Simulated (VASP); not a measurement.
Level of theory: r2SCAN meta-GGA, VASP's PBE PAW potentials (set 64) (plane waves; VASP 6.6.1).

VASP input:

File KPOINTS_OPT:
```
k-points along high-symmetry lines
6
Line-mode
Reciprocal
  0.000000   0.000000   0.000000 ! GAMMA
  0.500000   0.000000   0.000000 ! M

  0.500000   0.000000   0.000000 ! M
  0.333333   0.333333   0.000000 ! K

  0.333333   0.333333   0.000000 ! K
  0.000000   0.000000   0.000000 ! GAMMA

  0.000000   0.000000   0.000000 ! GAMMA
  0.000000   0.000000   0.500000 ! A

  0.000000   0.000000   0.500000 ! A
  0.500000   0.000000   0.500000 ! L

  0.500000   0.000000   0.500000 ! L
  0.333333   0.333333   0.500000 ! H

  0.333333   0.333333   0.500000 ! H
  0.000000   0.000000   0.500000 ! A

  0.500000   0.000000   0.500000 ! L
  0.500000   0.000000   0.000000 ! M

  0.333333   0.333333   0.500000 ! H
  0.333333   0.333333   0.000000 ! K
```

KPOINTS:
```
Automatic mesh
0
Gamma
9 9 5
0 0 0
```

INCAR:
```
! general
SYSTEM  = Li2HfN2
PREC    = Accurate
ENCUT   = 520   ! plane-wave cut-off (eV)
LREAL   = .False.
LASPH   = .True.

! electronic loop
EDIFF   = 1E-7
NELM    = 100   ! most electronic steps
ALGO    = Normal
LMAXMIX = 6   ! l cut-off of mixed one-centre charges
LMIXTAU = .True.

! smearing
ISMEAR  = -5

! functional
METAGGA = R2SCAN

! ions
ISIF    = 2   ! forces and stress, cell fixed

! output
LWAVE   = .False.
LCHARG  = .False.
LORBIT  = 11
NEDOS   = 601
```

POSCAR:
```
Li2HfN2
1
    3.2357053667    -0.0000000000     0.0000000000
   -1.6178526834     2.8022028918     0.0000000000
    0.0000000000     0.0000000000     5.4232398831
Li Hf N
2 1 2
Direct
  0.6666670000   0.3333330000   0.3825764071
  0.3333330000   0.6666670000   0.6174235929
  0.0000000000   1.0000000000   0.0000000000
  0.6666670000   0.3333330000   0.7791644666
  0.3333330000   0.6666670000   0.2208355334
```

POTCAR, in this order: Li_sv Hf_pv N (PBE.64 set). Program: vasp_std.

What VASP printed:

### OSZICAR
```
       N       E                     dE             d eps       ncg     rms          rms(c)
DAV:   1     0.941914662648E+02    0.94191E+02   -0.14410E+04  1700   0.166E+03
DAV:   2    -0.755464513649E+02   -0.16974E+03   -0.16679E+03  2246   0.377E+02
DAV:   3    -0.877118631117E+02   -0.12165E+02   -0.12140E+02  3077   0.775E+01
DAV:   4    -0.881413289997E+02   -0.42947E+00   -0.42915E+00  2371   0.152E+01
DAV:   5    -0.881556090890E+02   -0.14280E-01   -0.14279E-01  2802   0.205E+00    0.581E+01
DAV:   6    -0.764097343934E+02    0.11746E+02   -0.32340E+01  2075   0.301E+01    0.494E+01
DAV:   7    -0.747476453603E+02    0.16621E+01   -0.25077E+00  2251   0.121E+01    0.232E+01
DAV:   8    -0.768953297990E+02   -0.21477E+01   -0.36496E+00  1796   0.120E+01    0.733E+00
DAV:   9    -0.750023487613E+02    0.18930E+01   -0.27340E+00  1745   0.114E+01    0.430E+00
DAV:  10    -0.752499794264E+02   -0.24763E+00   -0.28580E-01  1827   0.448E+00    0.137E+00
DAV:  11    -0.752519227102E+02   -0.19433E-02   -0.30811E-02  2053   0.122E+00    0.102E+00
DAV:  12    -0.752882455008E+02   -0.36323E-01   -0.50041E-03  1948   0.656E-01    0.702E-01
DAV:  13    -0.753342989841E+02   -0.46053E-01   -0.39117E-02  1739   0.192E+00    0.353E-01
DAV:  14    -0.753352835145E+02   -0.98453E-03   -0.24664E-03  1831   0.533E-01    0.481E-02
DAV:  15    -0.753359776546E+02   -0.69414E-03   -0.71309E-04  2023   0.275E-01    0.946E-02
DAV:  16    -0.753359884390E+02   -0.10784E-04   -0.78926E-05  2087   0.784E-02    0.284E-02
DAV:  17    -0.753361523038E+02   -0.16386E-03   -0.44504E-05  1729   0.654E-02    0.719E-02
DAV:  18    -0.753361768252E+02   -0.24521E-04   -0.21294E-05  1825   0.501E-02    0.722E-03
DAV:  19    -0.753361814869E+02   -0.46617E-05   -0.27202E-06  1956   0.150E-02    0.226E-03
DAV:  20    -0.753361873929E+02   -0.59060E-05   -0.98792E-07  1729   0.105E-02    0.287E-03
DAV:  21    -0.753361907980E+02   -0.34051E-05   -0.26052E-07  1432   0.610E-03    0.516E-04
DAV:  22    -0.753361894548E+02    0.13432E-05   -0.92777E-08  1029   0.308E-03    0.915E-04
DAV:  23    -0.753361897637E+02   -0.30893E-06   -0.19199E-08   857   0.140E-03    0.779E-04
DAV:  24    -0.753361903476E+02   -0.58389E-06   -0.84831E-09   850   0.920E-04    0.309E-04
DAV:  25    -0.753361901414E+02    0.20626E-06   -0.65234E-09   850   0.794E-04    0.559E-04
DAV:  26    -0.753361899257E+02    0.21563E-06   -0.29020E-09   850   0.609E-04    0.522E-04
DAV:  27    -0.753361899863E+02   -0.60550E-07   -0.15593E-09   850   0.494E-04
   1 F= -.75336190E+02 E0= -.75336190E+02  d E =0.000000E+00
       N       E                     dE             ncg
       N       E                     dE             ncg
```

### OUTCAR
```
------------------------ aborting loop because EDIFF is reached ----------------------------------------
  FORCE on cell =-STRESS in cart. coord.  units (eV):
  Direction    XX          YY          ZZ          XY          YZ          ZX
  --------------------------------------------------------------------------------------
  Total       -0.0026040     -0.0026040     -0.0468317      0.0000000      0.0000000      0.0000000
  in kB       -0.0848443     -0.0848443     -1.5258913      0.0000000      0.0000000      0.0000000
  external PRESSURE =      -0.5651933 kB  Pullay stress =       0.0000000 kB
  volume of cell :       49.17
      direct lattice vectors                 reciprocal lattice vectors
     3.235705367  0.000000000  0.000000000     0.309051625  0.178431048  0.000000000
    -1.617852683  2.802202892  0.000000000     0.000000000  0.356862097  0.000000000
     0.000000000  0.000000000  5.423239883     0.000000000  0.000000000  0.184391622
 POSITION                                       TOTAL-FORCE (eV/Angst)
 -----------------------------------------------------------------------------------
      1.61785      0.93407      2.07480        -0.000000      0.000000     -0.007482
     -0.00000      1.86814      3.34844         0.000000      0.000000      0.007482
      0.00000      0.00000      0.00000         0.000000      0.000000      0.000000
      1.61785      0.93407      4.22560        -0.000000      0.000000      0.008983
     -0.00000      1.86814      1.19764         0.000000     -0.000000     -0.008983
 -----------------------------------------------------------------------------------
    total drift:                                0.000000      0.000000      0.000000
  FREE ENERGIE OF THE ION-ELECTRON SYSTEM (eV)
  ---------------------------------------------------
  free  energy   TOTEN  =       -75.3361899863 eV

  energy  without entropy=      -75.3361899863  energy(sigma->0) =      -75.33618999

 total charge

# of ion       s       p       d       tot
------------------------------------------
    1        2.034   0.040   0.000   2.074
    2        2.034   0.040   0.000   2.074
    3        0.334   6.688   1.552   8.574
    4        1.239   2.522   0.000   3.761
    5        1.239   2.522   0.000   3.761
--------------------------------------------------
tot          6.880  11.812   1.552  20.244
```
(Selected blocks of OUTCAR.)

**OUTCAR**
```
 val. band max:        4.1336808641   @ k =   0.0000   0.0000   0.0000

 cond. band min:       6.4975643244   @ k =   0.4444   0.0000   0.4000


 Fermi energy:         4.1954269504

 k-point     1 :       0.0000    0.0000    0.0000
  band No.  band energies     occupation
      1     -41.8285      2.00000
      2     -41.6443      2.00000
      3     -26.7094      2.00000
      4     -26.2875      2.00000
      5     -26.2874      2.00000
      6     -10.7024      2.00000
      7      -8.8070      2.00000
      8      -0.8101      2.00000
      9       1.2378      2.00000
     10       1.2378      2.00000
     11       3.7245      2.00000
     12       4.1337      2.00000
     13       4.1337      2.00000
     14       8.0956      0.00000
     15       8.0956      0.00000
     16       8.6080      0.00000
     17       9.5727      0.00000

 k-point     2 :       0.1111   -0.0000    0.0000
  band No.  band energies     occupation
      1     -41.8225      2.00000
      2     -41.6482      2.00000
      3     -26.6929      2.00000
      4     -26.3676      2.00000
      5     -26.3039      2.00000
      6     -10.5165      2.00000
      7      -8.8921      2.00000
      8      -0.6125      2.00000
      9       1.0511      2.00000
     10       1.3391      2.00000
     11       3.3092      2.00000
     12       3.8220      2.00000
     13       3.8313      2.00000
     14       7.9380      0.00000
     15       8.5001      0.00000
     16       8.8479      0.00000
     17       9.9711      0.00000

 k-point     3 :       0.2222    0.0000    0.0000
  band No.  band energies     occupation
      1     -41.8058      2.00000
      2     -41.6593      2.00000
      3     -26.6521      2.00000
      4     -26.5634      2.00000
      5     -26.3453      2.00000
      6     -10.0569      2.00000
      7      -9.0810      2.00000
      8      -0.1065      2.00000
      9       0.8011      2.00000
     10       1.5445      2.00000
     11       1.7939      2.00000
...
```

Unless said otherwise, spin-orbit coupling is left out, though it shifts the bands of the heavy elements here.

The structure comes from a computed database's Li2HfN2 entry (P-3m1); how it stands against other phases isn't given here. It was relaxed first.
